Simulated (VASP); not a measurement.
Data:

```yaml
crystal:
  lattice:
    - [1.88671, -3.26788, 0.00000]
    - [1.88671, 3.26788, 0.00000]
    - [0.00000, 0.00000, 6.13392]
  atoms:
    - { symbol: Zr, position: [0.00000, 0.00000, 0.00000] }
    - { symbol: Se, position: [0.33333, 0.66667, 0.25898] }
    - { symbol: Se, position: [0.66667, 0.33333, 0.74102] }
```

Calculation: rev-vdW-DF2, VASP's PBE PAW potentials (set 64) (plane waves; VASP). Numerical set-up: 520 eV cut-off, Gaussian smearing of 0.050 eV, potentials Zr_sv Se.

Q: Predict the band gap (along the path) with the smallest direct gap where there is one.

A: 
```json
{
 "band gap (along the path)": "0.17 eV",
 "smallest direct gap (along the path)": "0.98 eV"
}
```

Total energies compare only between runs with the same potentials, cut-off and functional.

The compound is ZrSe2 in the 1T layered structure. It was relaxed first.
